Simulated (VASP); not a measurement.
Method: r2SCAN meta-GGA, VASP's PBE PAW potentials (set 64) (plane waves; VASP).

VASP ran on this input.

**POSCAR**
```
CsPbBr3
1.0
  5.9395715824   0.0000000000   0.0000000000
  0.0000000000   5.9395715824   0.0000000000
  0.0000000000   0.0000000000   5.9395715824
Cs Pb Br
1 1 3
Direct
  0.0000000000   0.0000000000   0.0000000000
  0.5000000000   0.5000000000   0.5000000000
  0.5000000000   0.0000000000   0.5000000000
  0.0000000000   0.5000000000   0.5000000000
  0.5000000000   0.5000000000   0.0000000000
```

INCAR:
```
# general
SYSTEM =CsPbBr3
PREC   =Accurate
ENCUT  =400
LREAL  =.False.
LASPH  =.True.

# electronic loop
EDIFF  =1E-6
NELM   =100
ALGO   =Normal
LMAXMIX=4
LMIXTAU=.True.

# smearing
ISMEAR =0
SIGMA  =0.05

# functional
METAGGA=R2SCAN

# ions
IBRION =2
NSW    =60
ISIF   =3
EDIFFG =-0.02

# output
LWAVE  =.False.
LCHARG =.False.
```

### KPOINTS
```
Regular mesh
0
G
4 4 4
```

POTCAR, in this order: Cs_sv Pb_d Br (PBE.64 set). Program: vasp_std.

Output of the run:

File OUTCAR:
```
 ion  position               nearest neighbor table
   1  0.000  0.000  0.000-
   2  0.500  0.500  0.500-   3 2.97   4 2.97   5 2.97   5 2.97   3 2.97   4 2.97
   3  0.500  0.000  0.500-   2 2.97   2 2.97
   4  0.000  0.500  0.500-   2 2.97   2 2.97
   5  0.500  0.500  0.000-   2 2.97   2 2.97
  LATTYP: Found a simple cubic cell.
 ALAT       =     5.9395715824
 Subroutine PRICEL returns:
 Original cell was already a primitive cell.
 Subroutine GETGRP returns: Found 48 space group operations
The static configuration has the point symmetry O_h .
The dynamic configuration has the point symmetry O_h .
 Subroutine INISYM returns: Found 48 space group operations
 Subroutine IBZKPT returns following result:
 Found     10 irreducible k-points:

 Following reciprocal coordinates:
            Coordinates               Weight
  0.000000  0.000000  0.000000      1.000000
  0.250000  0.000000  0.000000      6.000000
  0.500000  0.000000  0.000000      3.000000
  0.250000  0.250000  0.000000     12.000000
  0.500000  0.250000  0.000000     12.000000
  0.500000  0.500000  0.000000      3.000000
...
```

File OSZICAR:
```
       N       E                     dE             d eps       ncg     rms          rms(c)
DAV:   1     0.253877881102E+03    0.25388E+03   -0.16676E+04   520   0.125E+03
DAV:   2    -0.940958211277E+02   -0.34797E+03   -0.34140E+03   648   0.314E+02
DAV:   3    -0.137038241828E+03   -0.42942E+02   -0.42778E+02   616   0.120E+02
DAV:   4    -0.138542701108E+03   -0.15045E+01   -0.14981E+01   670   0.303E+01
DAV:   5    -0.138586775788E+03   -0.44075E-01   -0.44026E-01   666   0.419E+00    0.373E+00
DAV:   6    -0.132542032818E+03    0.60447E+01   -0.30984E+00   668   0.286E+01    0.290E+00
DAV:   7    -0.127067936777E+03    0.54741E+01   -0.15609E+00   542   0.791E+00    0.140E+00
DAV:   8    -0.128049990378E+03   -0.98205E+00   -0.65623E-01   656   0.475E+00    0.628E-01
DAV:   9    -0.128081517099E+03   -0.31527E-01   -0.37981E-01   520   0.447E+00    0.632E-01
DAV:  10    -0.128397956934E+03   -0.31644E+00   -0.20724E-01   556   0.358E+00    0.198E-01
DAV:  11    -0.128446815654E+03   -0.48859E-01   -0.17837E-01   532   0.351E+00    0.304E-01
DAV:  12    -0.128443256481E+03    0.35592E-02   -0.17824E-02   556   0.113E+00    0.203E-01
DAV:  13    -0.128446208673E+03   -0.29522E-02   -0.16827E-02   540   0.109E+00    0.190E-01
DAV:  14    -0.128449369201E+03   -0.31605E-02   -0.70045E-03   560   0.752E-01    0.642E-02
DAV:  15    -0.128450915082E+03   -0.15459E-02   -0.12587E-03   562   0.347E-01    0.431E-02
DAV:  16    -0.128451944666E+03   -0.10296E-02   -0.39346E-04   554   0.194E-01    0.336E-02
DAV:  17    -0.128452071910E+03   -0.12724E-03   -0.24651E-04   574   0.148E-01    0.187E-02
DAV:  18    -0.128452150617E+03   -0.78706E-04   -0.20558E-05   606   0.407E-02    0.891E-03
DAV:  19    -0.128452145509E+03    0.51073E-05   -0.72554E-07   448   0.760E-03    0.872E-03
DAV:  20    -0.128452196408E+03   -0.50898E-04   -0.25889E-05   534   0.470E-02    0.407E-03
DAV:  21    -0.128452198745E+03   -0.23372E-05   -0.18285E-06   532   0.107E-02    0.381E-03
DAV:  22    -0.128452197822E+03    0.92246E-06   -0.54951E-07   370   0.899E-03
   1 F= -.12845220E+03 E0= -.12845220E+03  d E =-.128452E+03
```

File OUTCAR:
```
------------------------ aborting loop because EDIFF is reached ----------------------------------------
  FORCE on cell =-STRESS in cart. coord.  units (eV):
  Direction    XX          YY          ZZ          XY          YZ          ZX
  --------------------------------------------------------------------------------------
  Total        0.0162988      0.0162988      0.0162988      0.0000000     -0.0000000      0.0000000
  in kB        0.1246241      0.1246241      0.1246241      0.0000000     -0.0000000      0.0000000
  external PRESSURE =       0.1246241 kB  Pullay stress =       0.0000000 kB
  volume of cell :      209.54
      direct lattice vectors                 reciprocal lattice vectors
     5.939571582  0.000000000  0.000000000     0.168362311  0.000000000  0.000000000
     0.000000000  5.939571582  0.000000000     0.000000000  0.168362311  0.000000000
     0.000000000  0.000000000  5.939571582     0.000000000  0.000000000  0.168362311
 POSITION                                       TOTAL-FORCE (eV/Angst)
 -----------------------------------------------------------------------------------
      0.00000      0.00000      0.00000         0.000000      0.000000      0.000000
      2.96979      2.96979      2.96979         0.000000      0.000000      0.000000
      2.96979      0.00000      2.96979         0.000000      0.000000      0.000000
      0.00000      2.96979      2.96979         0.000000      0.000000      0.000000
      2.96979      2.96979      0.00000         0.000000      0.000000      0.000000
 -----------------------------------------------------------------------------------
    total drift:                                0.000000      0.000000     -0.000000
  FREE ENERGIE OF THE ION-ELECTRON SYSTEM (eV)
  ---------------------------------------------------
  free  energy   TOTEN  =      -128.4521978224 eV

  energy  without entropy=     -128.4521978224  energy(sigma->0) =     -128.45219782

 reached required accuracy - stopping structural energy minimisation
```
(Selected blocks of OUTCAR.)

The compound is CsPbBr3 in the cubic perovskite structure, the ideal cubic form; the compound distorts at low or room temperature. It was relaxed first. The start is the result of an earlier pass.
